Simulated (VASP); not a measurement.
Given:

```
CELL_PARAMETERS angstrom
      4.30998     0.00000     0.00000
     -2.15499     3.73255     0.00000
      0.00000     0.00000     3.46382
ATOMIC_POSITIONS crystal
  Zr 0.00000 0.00000 0.00000
  Ge 0.33333 0.66667 0.50000
  Ge 0.66667 0.33333 0.50000
```

Calculation: PBEsol GGA, VASP's PBE PAW potentials (set 64) (plane waves; VASP). Run with 400 eV cut-off, 9×9×10 Γ-centred mesh, tetrahedra with Blöchl corrections, potentials Zr_sv Ge_d.

The cores are frozen, which limits the accuracy of field gradients.

### Question
Give the principal components of the electric field gradient (V/Å²) and the asymmetry η at each nucleus.

### Answer

```tsv
atom	Vxx	Vyy	Vzz	η
Zr1	31.2	31.2	-62.4	0.00
Ge2	12.2	12.2	-24.3	0.00
Ge3	12.2	12.2	-24.3	0.00
```

The structure was generated: ZrGe2 was put into the AlB2 type (P6/mmm), which need not be its known phase. It was relaxed first, which changed the volume by -32 %.
